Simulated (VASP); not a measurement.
Given:

```xyz
2
Lattice="0.0000 3.2359 3.2359 3.2359 0.0000 3.2359 3.2359 3.2359 0.0000" Properties=species:S:1:pos:R:3 pbc="T T T"
Y      0.0000     0.0000     0.0000
As     1.6180     1.6180     1.6180
```

Calculation: PBE GGA, VASP's PBE PAW potentials (set 64) (plane waves; VASP). Settings: 400 eV cut-off, 8×8×8 Γ-centred mesh, tetrahedra with Blöchl corrections, potentials Y_sv As.

Question: Estimate the energy per atom (σ→0), band gap (on the k-mesh) with the smallest direct gap where there is one.

Answer: 
```yaml
band gap (on the k-mesh): 1.58 eV
smallest direct gap (on the k-mesh): 1.58 eV
energy per atom (σ→0): -6.584 eV/atom
```

The absolute energy has meaning only against runs of the same code, potentials and settings.

The structure was generated: YAs was put into the zinc blende type (F-43m), which need not be its known phase. It was relaxed first, which changed the volume by -25 %.
